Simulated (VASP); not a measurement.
Consider the following.

```
MgTe
1.0
    0.00000     3.21000     3.21000
    3.21000     0.00000     3.21000
    3.21000     3.21000     0.00000
Mg Te
1 1
Cartesian
  0.00000   0.00000   0.00000
  1.60500   1.60500   1.60500
```

The numbers are results of PBE GGA, VASP's PBE PAW potentials (set 64) (plane waves; VASP 6.6.1), not measurements. Settings: 400 eV cut-off, 6×6×6 Γ-centred mesh, Gaussian smearing of 0.050 eV, potentials Mg Te.

Unless said otherwise, spin-orbit coupling is left out, though it shifts the bands of the heavy elements here.

**Question.** Predict the energy per atom (σ→0), pressure, band gap (on the k-mesh) with the smallest direct gap where there is one.

**Answer.** 
```json
{
  "band gap (on the k-mesh)": "2.50 eV",
  "smallest direct gap (on the k-mesh)": "2.50 eV",
  "energy per atom (σ→0)": "-3.195 eV/atom",
  "pressure": "1.52 GPa"
}
```

Only differences to runs with the same potentials and settings are physical.

The compound is MgTe in the zinc blende structure, whereas wurtzite is the usual form. The cell was not relaxed at this level.
